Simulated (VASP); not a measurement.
Cu3I:

```
I Cu
1.0
     4.19240    0.00000    0.00000
     0.00000    4.19240    0.00000
     0.00000    0.00000    4.19240
I Cu
1 3
Direct
  0.00000 0.00000 0.00000
  0.00000 0.50000 0.50000
  0.50000 0.00000 0.50000
  0.50000 0.50000 0.00000
```

The cell was built by a generator and needn't be a form met in nature.

Base run:

- Program: VASP 6.6.1
- Functional: PBE
- Potentials or basis: VASP PAW PBE potentials, release 64 (I, Cu)
- Cutoff: 520 eV
- k mesh: 5 × 5 × 5
- Occupations: fermi-dirac, width 0.1 eV
- Spin: no spin polarisation

Its results: band gap on the k mesh none (metal or under the smearing width); pressure -6.0 GPa.

The run is repeated on the same cell with these changes: k mesh from 5 × 5 × 5 to 4 × 4 × 4; further incar settings from ALGO = Normal; EDIFF = 1e-06; NBANDS = 28 to ALGO = Normal; EDIFF = 1e-07; NBANDS = 28. What comes out?

Band gap on the k mesh 0.10 eV, indirect (least direct gap 0.68 eV); pressure -5.3 GPa.

Caveats: the run has no spin polarisation, though such a crystal can be magnetic (some runs); semilocal functionals often make such compounds metallic where correlation or magnetic order opens a gap, which also shifts bond lengths (some runs); spin-orbit coupling is left out, which moves the levels of the heavy elements (some runs).

A k mesh can miss the band edges.
